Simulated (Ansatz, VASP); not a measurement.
# Cross-check of HfO2 between VASP and Ansatz, part 2 of 3

Wanted: the spread between two codes on one cell, functional and k mesh. The cell is taken from a series of runs on this material, whose earlier steps may have relaxed, scaled, displaced or heated it; both programs get it as it stands.

VASP 6.6.1 and Ansatz 0.2.0.

So far: Set-up; Ansatz: zone-centre phonons, PBE.

## Step 3: VASP: zone-centre phonons, PBE

Level of this step: PBE; plane waves and PAW (O, Hf_pv) (VASP).

The same cell, functional and mesh now go to VASP, with its own data sets.

Lines of VASP's logs that name or quote its potential files are left out, and so is its time.

The input, INCAR:

```
SYSTEM = HfO2
PREC = Accurate
ENCUT = 600
EDIFF = 1E-08
NELM = 120
ISMEAR = 0
SIGMA = 0.01
LREAL = .FALSE.
ALGO = Normal
GGA = PE
NBANDS = 28
LASPH = .TRUE.
LORBIT = 11
LWAVE = .FALSE.
LCHARG = .FALSE.
ISIF = 2
IBRION = 8
LEPSILON = .TRUE.
GGA_COMPAT = .FALSE.
EFERMI = MIDGAP
KPAR = 2
```

The input, POSCAR:

```
HfO2
1.0
    3.6212165905      0.0000000000      0.0000000000
    0.0000000000      3.6212165905      0.0000000000
    0.0000000000      0.0000000000      5.3218373632
O Hf
4 2
Direct
    0.0000000000      0.5000000000      0.6887743187
    0.5000000000      0.0000000000      0.8112256813
    0.5000000000      0.0000000000      0.3112256813
    0.0000000000      0.5000000000      0.1887743187
    0.5000000000      0.5000000000      0.5000000000
    0.0000000000      0.0000000000      0.0000000000
```

The input, KPOINTS:

```
Automatic mesh
0
Gamma
8 8 4
0 0 0
```

The projector-augmented-wave data sets are O and Hf_pv (PBE family, release 64).

Run with:

```sh
> mpirun -np 2 vasp_std
```

The program printed:

```text
[banner, memory and clock lines left out]
running    2 mpi-ranks, on    1 nodes
 distrk:  each k-point on    1 cores,    2 groups
 distr:  one band on    1 cores,    1 groups

 POSCAR found type information on POSCAR O Hf
 POSCAR found :  2 types and       6 ions
 LDA part: xc-table for (Slater+PW92), standard interpolation
 POSCAR, INCAR and KPOINTS ok, starting setup
 FFT: planning ... GRIDC
 FFT: planning ... GRID_SOFT
 FFT: planning ... GRID
 WAVECAR not read
 entering main loop
       N       E                     dE             d eps       ncg     rms          rms(c)
DAV:   1     0.277723271099E+03    0.27772E+03   -0.27233E+04  2520   0.174E+03
DAV:   2    -0.567793395351E+02   -0.33450E+03   -0.32568E+03  3252   0.404E+02
DAV:   3    -0.717248488662E+02   -0.14946E+02   -0.14902E+02  3008   0.786E+01
DAV:   4    -0.718861824366E+02   -0.16133E+00   -0.16121E+00  3428   0.893E+00
DAV:   5    -0.718875489929E+02   -0.13666E-02   -0.13664E-02  3164   0.768E-01    0.679E+01
DAV:   6    -0.609053956257E+02    0.10982E+02   -0.61403E+01  2924   0.420E+01    0.580E+01
DAV:   7    -0.607168685733E+02    0.18853E+00   -0.25425E+00  3124   0.107E+01    0.363E+01
DAV:   8    -0.606942684517E+02    0.22600E-01   -0.35870E-01  3032   0.478E+00    0.773E+00
DAV:   9    -0.606718628663E+02    0.22406E-01   -0.10247E-01  2860   0.214E+00    0.258E+00
DAV:  10    -0.606712164996E+02    0.64637E-03   -0.80231E-03  3256   0.595E-01    0.505E-02
DAV:  11    -0.606712959259E+02   -0.79426E-04   -0.47106E-04  3124   0.147E-01    0.162E-01
DAV:  12    -0.606713262858E+02   -0.30360E-04   -0.62141E-05  3172   0.468E-02    0.132E-01
DAV:  13    -0.606713284292E+02   -0.21433E-05   -0.44225E-06  2972   0.142E-02    0.871E-03
DAV:  14    -0.606713289632E+02   -0.53402E-06   -0.51324E-07  3208   0.444E-03    0.118E-02
DAV:  15    -0.606713287887E+02    0.17451E-06   -0.18747E-07  3208   0.245E-03    0.538E-04
DAV:  16    -0.606713288112E+02   -0.22491E-07   -0.50921E-09  1828   0.506E-04    0.133E-04
DAV:  17    -0.606713288187E+02   -0.75224E-08   -0.11062E-09  1672   0.215E-04
   1 F= -.60671329E+02 E0= -.60671329E+02  d E =0.000000E+00
 Linear response reoptimize wavefunctions to high precision
DAV:   1    -0.606713288150E+02    0.36289E-08   -0.15959E-10  1680   0.906E-05
DAV:   2    -0.606713288151E+02   -0.76398E-10   -0.25271E-11  1616   0.322E-05
 Linear response G [H, r] |phi>, progress :
  Direction:   1
       N       E                     dE             d eps       ncg     rms
RMM:   1    -0.181769042398E+03   -0.18177E+03    0.13804E+03  3655   0.233E+02
RMM:   2    -0.178545053832E+03    0.32240E+01   -0.71260E+01  4043   0.406E+01
RMM:   3    -0.179331004340E+03   -0.78595E+00   -0.60265E+00  4775   0.729E+00
RMM:   4    -0.179358025164E+03   -0.27021E-01   -0.34450E-01  5155   0.162E+00
RMM:   5    -0.179357222131E+03    0.80303E-03   -0.21211E-02  4965   0.386E-01
RMM:   6    -0.179357368428E+03   -0.14630E-03   -0.19921E-03  5203   0.998E-02
RMM:   7    -0.179357376684E+03   -0.82555E-05   -0.30773E-04  5096   0.330E-02
RMM:   8    -0.179357374706E+03    0.19783E-05   -0.29508E-04  5036   0.175E-02
RMM:   9    -0.179357376271E+03   -0.15654E-05    0.20350E-05  4632   0.142E-02
RMM:  10    -0.179357375166E+03    0.11048E-05   -0.84739E-04  4583   0.134E-02
RMM:  11    -0.179357375306E+03   -0.13961E-06   -0.28886E-04  4379   0.131E-02
RMM:  12    -0.179357374111E+03    0.11949E-05   -0.23824E-04  4031   0.130E-02
 Linear response G [H, r] |phi>, progress :
  Direction:   2
       N       E                     dE             d eps       ncg     rms
RMM:   1    -0.178997349954E+03   -0.17900E+03    0.15564E+03  3675   0.238E+02
RMM:   2    -0.175255284526E+03    0.37421E+01   -0.87203E+01  4070   0.432E+01
RMM:   3    -0.176271346067E+03   -0.10161E+01   -0.73717E+00  4856   0.822E+00
RMM:   4    -0.176289357403E+03   -0.18011E-01   -0.37998E-01  5134   0.177E+00
RMM:   5    -0.176287929372E+03    0.14280E-02   -0.25515E-02  5024   0.432E-01
RMM:   6    -0.176288050700E+03   -0.12133E-03   -0.24419E-03  5180   0.114E-01
RMM:   7    -0.176288039405E+03    0.11294E-04   -0.84853E-04  5146   0.390E-02
RMM:   8    -0.176288039141E+03    0.26462E-06   -0.12681E-04  5023   0.211E-02
RMM:   9    -0.176288038213E+03    0.92796E-06   -0.59602E-04  4769   0.171E-02
RMM:  10    -0.176288041257E+03   -0.30446E-05   -0.44164E-04  4532   0.161E-02
RMM:  11    -0.176288040870E+03    0.38742E-06    0.22028E-04  4378   0.158E-02
RMM:  12    -0.176288041427E+03   -0.55697E-06   -0.12902E-04  4039   0.157E-02
 Linear response G [H, r] |phi>, progress :
  Direction:   3
       N       E                     dE             d eps       ncg     rms
RMM:   1    -0.182525435617E+03   -0.18253E+03    0.11856E+03  3963   0.222E+02
RMM:   2    -0.178437763130E+03    0.40877E+01   -0.60988E+01  4107   0.374E+01
RMM:   3    -0.179170619642E+03   -0.73286E+00   -0.46971E+00  4681   0.664E+00
[...]
RMM:   5    -0.368558675295E+00    0.22393E-04   -0.59110E-05  8762   0.307E-02    0.167E-02
RMM:   6    -0.368525801438E+00    0.32874E-04   -0.25288E-06  8877   0.735E-03    0.980E-03
RMM:   7    -0.368534457461E+00   -0.86560E-05   -0.40007E-07  8654   0.397E-03    0.246E-03
RMM:   8    -0.368521291336E+00    0.13166E-04   -0.16787E-07  8577   0.139E-03    0.820E-04
[...]
RMM:   3    -0.376187912104E+00   -0.13990E-02   -0.18930E-03  6929   0.185E-01    0.473E-01
RMM:   4    -0.378160884397E+00   -0.19730E-02   -0.12202E-03  6963   0.157E-01    0.691E-02
RMM:   5    -0.378029697225E+00    0.13119E-03   -0.10098E-04  7072   0.387E-02    0.268E-02
RMM:   6    -0.378032376543E+00   -0.26793E-05   -0.13099E-05  7428   0.103E-02    0.107E-02
RMM:   7    -0.378042928817E+00   -0.10552E-04   -0.69519E-07  7463   0.369E-03    0.546E-03
RMM:   8    -0.378021959441E+00    0.20969E-04    0.31652E-07  7413   0.278E-03    0.211E-03
RMM:   9    -0.378023621367E+00   -0.16619E-05   -0.61954E-07  7369   0.700E-04    0.987E-04
RMM:  10    -0.378027288684E+00   -0.36673E-05   -0.73411E-07  7579   0.679E-04    0.302E-04
RMM:  11    -0.378027398411E+00   -0.10973E-06   -0.39708E-07  7580   0.412E-04    0.635E-05
RMM:  12    -0.378027438989E+00   -0.40577E-07   -0.44651E-07  8011   0.342E-04    0.333E-05
RMM:  13    -0.378027449862E+00   -0.10873E-07   -0.47205E-07  8293   0.322E-04    0.115E-05
RMM:  14    -0.378027447839E+00    0.20223E-08   -0.42706E-07  8117   0.315E-04    0.611E-06
RMM:  15    -0.378027450742E+00   -0.29029E-08   -0.33637E-07  8014   0.313E-04    0.334E-06
RMM:  16    -0.378027448608E+00    0.21339E-08   -0.35451E-07  7004   0.312E-04    0.103E-06
RMM:  17    -0.378027445938E+00    0.26705E-08   -0.30654E-07  6715   0.312E-04    0.264E-07
RMM:  18    -0.378027443211E+00    0.27265E-08   -0.29475E-07  5880   0.311E-04    0.571E-08
 first order change of Fermi-energy  -0.33716E+00
 force on displaced ion       1 direction 3 :   0.000   0.000 -12.319
 Born effective charge ion    1 direction 3 :   0.000   0.000  -2.323
 Linear response progress:
  Degree of freedom:   4/  5
       N       E                     dE             d eps       ncg     rms          rms(c)
RMM:   1    -0.237823841509E+00   -0.23782E+00    0.24192E+00  6063   0.876E+00
RMM:   2    -0.231189868678E+00    0.66340E-02   -0.39899E-02  7584   0.109E+00    0.927E-01
RMM:   3    -0.230574228056E+00    0.61564E-03   -0.15056E-03  8744   0.171E-01    0.558E-01
RMM:   4    -0.229657097063E+00    0.91713E-03   -0.35385E-04  9900   0.923E-02    0.142E-01
RMM:   5    -0.229439627277E+00    0.21747E-03   -0.36951E-05 10566   0.266E-02    0.177E-02
RMM:   6    -0.229466236547E+00   -0.26609E-04   -0.15986E-06  9980   0.122E-02    0.171E-02
RMM:   7    -0.229462664935E+00    0.35716E-05   -0.42752E-06 10981   0.354E-03    0.105E-02
RMM:   8    -0.229455893468E+00    0.67715E-05   -0.68363E-07  9896   0.178E-03    0.892E-04
RMM:   9    -0.229456460819E+00   -0.56735E-06   -0.34341E-06 10980   0.822E-04    0.559E-04
RMM:  10    -0.229456402289E+00    0.58530E-07   -0.30526E-06 11114   0.556E-04    0.130E-04
RMM:  11    -0.229456546747E+00   -0.14446E-06   -0.24039E-06 11082   0.445E-04    0.755E-05
RMM:  12    -0.229456528167E+00    0.18580E-07   -0.16024E-06 11356   0.393E-04    0.958E-05
RMM:  13    -0.229456577831E+00   -0.49664E-07   -0.13772E-06 11347   0.369E-04    0.517E-05
RMM:  14    -0.229456586148E+00   -0.83179E-08   -0.11146E-06 11121   0.358E-04    0.168E-05
[...]
RMM:  22    -0.229456601005E+00   -0.12802E-07   -0.74582E-07  8502   0.347E-04    0.917E-07
RMM:  23    -0.229456576252E+00    0.24753E-07   -0.79053E-07  8358   0.346E-04    0.126E-06
RMM:  24    -0.229456589746E+00   -0.13494E-07   -0.64139E-07  8321   0.347E-04    0.130E-06
RMM:  25    -0.229456610987E+00   -0.21240E-07   -0.11221E-06  8299   0.346E-04    0.251E-06
RMM:  26    -0.229456589742E+00    0.21244E-07   -0.60431E-07  8281   0.347E-04    0.251E-06
RMM:  27    -0.229456608041E+00   -0.18299E-07   -0.11227E-06  8297   0.347E-04    0.315E-06
RMM:  28    -0.229456599284E+00    0.87568E-08   -0.80168E-07  8301   0.347E-04    0.309E-06
RMM:  29    -0.229456601616E+00   -0.23320E-08   -0.97502E-07  8304   0.347E-04    0.301E-06
 first order change of Fermi-energy   0.20096E-04
 force on displaced ion       5 direction 1 :  -8.991   0.000  -0.003
 Born effective charge ion    5 direction 1 :   5.522   0.000   0.000
 Linear response progress:
  Degree of freedom:   5/  5
       N       E                     dE             d eps       ncg     rms          rms(c)
RMM:   1    -0.260879107857E+00   -0.26088E+00    0.21745E+00  5309   0.845E+00
RMM:   2    -0.252300319214E+00    0.85788E-02   -0.41711E-02  6333   0.114E+00    0.761E-01
RMM:   3    -0.251440745340E+00    0.85957E-03   -0.30456E-03  7506   0.211E-01    0.488E-01
RMM:   4    -0.250450412019E+00    0.99033E-03   -0.81977E-04  7475   0.165E-01    0.166E-01
RMM:   5    -0.250245405556E+00    0.20501E-03   -0.24619E-04  8974   0.526E-02    0.313E-02
RMM:   6    -0.250292900145E+00   -0.47495E-04   -0.23943E-05  7927   0.206E-02    0.196E-02
RMM:   7    -0.250311240523E+00   -0.18340E-04   -0.10564E-05  8921   0.683E-03    0.166E-02
RMM:   8    -0.250316996529E+00   -0.57560E-05   -0.43261E-06  7594   0.443E-03    0.433E-03
RMM:   9    -0.250318505672E+00   -0.15091E-05   -0.78476E-06  8296   0.185E-03    0.420E-04
RMM:  10    -0.250319050327E+00   -0.54466E-06   -0.33175E-06  8469   0.926E-04    0.511E-04
RMM:  11    -0.250319065683E+00   -0.15355E-07   -0.20989E-06  8850   0.619E-04    0.335E-04
RMM:  12    -0.250319494746E+00   -0.42906E-06    0.91746E-08  8409   0.527E-04    0.119E-04
RMM:  13    -0.250319552184E+00   -0.57438E-07   -0.77156E-07  9122   0.463E-04    0.167E-05
RMM:  14    -0.250319575748E+00   -0.23563E-07    0.64345E-07  9793   0.426E-04    0.142E-05
[...]
RMM:  27    -0.250319572530E+00    0.18260E-07    0.10780E-06  6762   0.408E-04    0.803E-07
RMM:  28    -0.250319590008E+00   -0.17478E-07    0.62161E-07  6713   0.408E-04    0.518E-07
RMM:  29    -0.250319589724E+00    0.28388E-09    0.74332E-07  6795   0.408E-04    0.628E-07
RMM:  30    -0.250319574313E+00    0.15411E-07    0.10242E-06  6706   0.408E-04    0.581E-07
RMM:  31    -0.250319594507E+00   -0.20194E-07    0.54142E-07  6625   0.408E-04    0.876E-07
RMM:  32    -0.250319573909E+00    0.20598E-07    0.11207E-06  6630   0.408E-04    0.792E-07
RMM:  33    -0.250319596982E+00   -0.23072E-07    0.41874E-07  6639   0.408E-04    0.847E-07
RMM:  34    -0.250319566588E+00    0.30393E-07    0.11988E-06  6655   0.408E-04    0.778E-07
 first order change of Fermi-energy   0.19429E+01
 force on displaced ion       5 direction 3 :   0.000   0.000 -21.660
 Born effective charge ion    5 direction 3 :   0.000   0.000   4.644
 Born effective charges drift removed
 Linear response finished
```

[end of part 2 of 3]

[Lines on the potential files, build, host, timing and source positions are cut from VASP's logs without a mark.]

[Logs are printed without paths, hosts, clocks, repeated set-up lines and the standing remarks that a program may print on its own settings, such as how far it seeks lower states.]

[Hosts, paths, dates, database ids (printed as entryN), source tags and the programs' standing remarks are cut or masked in the printed files.]
